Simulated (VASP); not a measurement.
Output of a VASP run:

### OSZICAR
```
       N       E                     dE             d eps       ncg     rms          rms(c)
DAV:   1     0.309102996153E+02    0.30910E+02   -0.50329E+03  1520   0.126E+03
DAV:   2    -0.148645815074E+02   -0.45775E+02   -0.43921E+02  1521   0.182E+02
DAV:   3    -0.161738474886E+02   -0.13093E+01   -0.12634E+01  1878   0.422E+01
DAV:   4    -0.161995075218E+02   -0.25660E-01   -0.25590E-01  1927   0.508E+00
DAV:   5    -0.161999815642E+02   -0.47404E-03   -0.47402E-03  1878   0.585E-01    0.139E+01
DAV:   6    -0.179280182428E+02   -0.17280E+01   -0.69129E+01  1708   0.139E+02    0.169E+01
DAV:   7    -0.143549118043E+02    0.35731E+01   -0.33476E+01  1707   0.866E+01    0.251E+00
DAV:   8    -0.143130284164E+02    0.41883E-01   -0.21713E-01  1794   0.603E+00    0.138E+00
DAV:   9    -0.142956521073E+02    0.17376E-01   -0.40916E-02  1905   0.304E+00    0.345E-01
DAV:  10    -0.142951854863E+02    0.46662E-03   -0.68576E-04  1793   0.378E-01    0.162E-01
DAV:  11    -0.142951522808E+02    0.33206E-04   -0.28811E-05  1645   0.467E-02    0.795E-03
DAV:  12    -0.142951513726E+02    0.90822E-06   -0.25536E-06  2047   0.211E-02    0.620E-03
DAV:  13    -0.142951512842E+02    0.88375E-07   -0.81384E-07  1427   0.110E-02
   1 F= -.14295151E+02 E0= -.14294988E+02  d E =-.490612E-03
```

### OUTCAR
```
------------------------ aborting loop because EDIFF is reached ----------------------------------------
  FORCE on cell =-STRESS in cart. coord.  units (eV):
  Direction    XX          YY          ZZ          XY          YZ          ZX
  --------------------------------------------------------------------------------------
  Total       -0.8171804     -0.8171804     -0.8171804     -0.0000000     -0.0000000     -0.0000000
  in kB      -57.1017705    -57.1017705    -57.1017705     -0.0000000     -0.0000000     -0.0000000
  external PRESSURE =     -57.1017705 kB  Pullay stress =       0.0000000 kB
  volume of cell :       22.93
      direct lattice vectors                 reciprocal lattice vectors
     2.840924281  0.000000000  0.000000000     0.351998118  0.000000000  0.000000000
     0.000000000  2.840924281  0.000000000     0.000000000  0.351998118  0.000000000
     0.000000000  0.000000000  2.840924281     0.000000000  0.000000000  0.351998118
 POSITION                                       TOTAL-FORCE (eV/Angst)
 -----------------------------------------------------------------------------------
      1.42046      1.42046      1.42046         0.000000      0.000000      0.000000
      0.00000      0.00000      0.00000         0.000000      0.000000      0.000000
 -----------------------------------------------------------------------------------
    total drift:                               -0.000000      0.000000      0.000000
  FREE ENERGIE OF THE ION-ELECTRON SYSTEM (eV)
  ---------------------------------------------------
  free  energy   TOTEN  =       -14.2951512842 eV

  energy  without entropy=      -14.2946606726  energy(sigma->0) =      -14.29498775
```
(Selected blocks of OUTCAR.)

File POSCAR:
```
FeAl
1
    2.8409242812     0.0000000000     0.0000000000
    0.0000000000     2.8409242812     0.0000000000
    0.0000000000     0.0000000000     2.8409242812
Al Fe
1 1
Direct
  0.5000000000   0.5000000000   0.5000000000
  0.0000000000   0.0000000000   0.0000000000
```

Task: Write an INCAR and KPOINTS that could have produced this output.

Result: This is not unique; one that fits is the input of the run itself, LDA (Ceperley-Alder, Perdew-Zunger), plane waves, VASP's LDA PAW potentials (set 64).

**INCAR**
```
# general
SYSTEM  = FeAl
PREC    = Accurate
ENCUT   = 520
LREAL   = F   # projection in real space or not
LASPH   = T   # aspherical one-centre terms

# electronic loop
EDIFF   = 1E-7
NELM    = 100
ALGO    = Normal
LMAXMIX = 4   # l cut-off of mixed one-centre charges

# smearing
ISMEAR  = 1   # Methfessel-Paxton
SIGMA   = 0.1   # width (eV)

# ions
ISIF    = 2

# output
LWAVE   = F
LCHARG  = F
```

**KPOINTS**
```
Automatic mesh
0
Gamma
13 13 13
0 0 0
```

POTCAR, in this order: Al Fe (LDA.64 set). Program: vasp_std.

The compound is FeAl in the CsCl type structure. This cell is one point of a volume scan, at 1.03 of the reference volume. The run is not spin-polarised, so no magnetic state was tried. The electron count is odd and the run is not spin-polarised, which forces a metal.
